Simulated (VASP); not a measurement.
The input files of a VASP run:

KPOINTS:
```
Automatic mesh
0
Gamma
9 9 3
0 0 0
```

**INCAR**
```
# general
SYSTEM  =  BN
PREC    =  Accurate
ENCUT   =  580
LREAL   =  F
LASPH   =  T

# electronic loop
EDIFF   =  1E-6
NELM    =  100
ALGO    =  Normal

# smearing
ISMEAR  =  0
SIGMA   =  0.05

# functional
GGA     =  PS

# ions
IBRION  =  2
NSW     =  60
ISIF    =  3
EDIFFG  =  -0.02

# output
LWAVE   =  F
LCHARG  =  F
```

POSCAR:
```
BN
1.0
  2.5047426850   0.0000000000   0.0000000000
 -1.2523713425   2.1691711844   0.0000000000
  0.0000000000   0.0000000000   6.8231039485
B N
2 2
Cart
  1.2523725949   0.7230563384   5.1173279614
 -0.0000012524   1.4461148460   1.7057759871
 -0.0000012524   1.4461148460   5.1173279614
  1.2523725949   0.7230563384   1.7057759871
```

POTCAR, in this order: B N (PBE.64 set). Program: vasp_std.

### Question
Write an equivalent input for Quantum ESPRESSO's pw.x.

### Answer
One equivalent input (not run):
```
&CONTROL
  calculation = 'vc-relax'
  pseudo_dir = './pseudo'
  outdir = './out'
  tprnfor = .true.
  tstress = .true.
  nstep = 60
  forc_conv_thr = 0.00078
/
&SYSTEM
  ibrav = 0
  nat = 4
  ntyp = 2
  ecutwfc = 84
  occupations = 'smearing'
  smearing = 'gaussian'
  degauss = 0.003675
  input_dft = 'pbesol'
/
&ELECTRONS
  conv_thr = 7.3e-08
  electron_maxstep = 100
/
&IONS
/
&CELL
/
ATOMIC_SPECIES
  B 10.810 B.upf
  N 14.007 N.upf
CELL_PARAMETERS angstrom
     2.5047427   -0.0000000    0.0000000
    -1.2523713    2.1691712    0.0000000
     0.0000000    0.0000000    6.8231039
ATOMIC_POSITIONS crystal
  B    0.6666670  0.3333330  0.7500000
  B    0.3333330  0.6666670  0.2500000
  N    0.3333330  0.6666670  0.7500000
  N    0.6666670  0.3333330  0.2500000
K_POINTS automatic
  9 9 3 0 0 0
```
The two are equivalent in intent, not identical: the potentials are each code's own (VASP's PAW set, PseudoDojo norm-conserving files in pw.x), so ENCUT and ecutwfc are chosen apart and not converted; conv_thr bounds pw.x's estimated SCF error, while EDIFF bounds the energy change between steps; forc_conv_thr acts on force components and is met together with etot_conv_thr.

The compound is BN in the hex structure. It was relaxed first. The start is the result of an earlier pass.
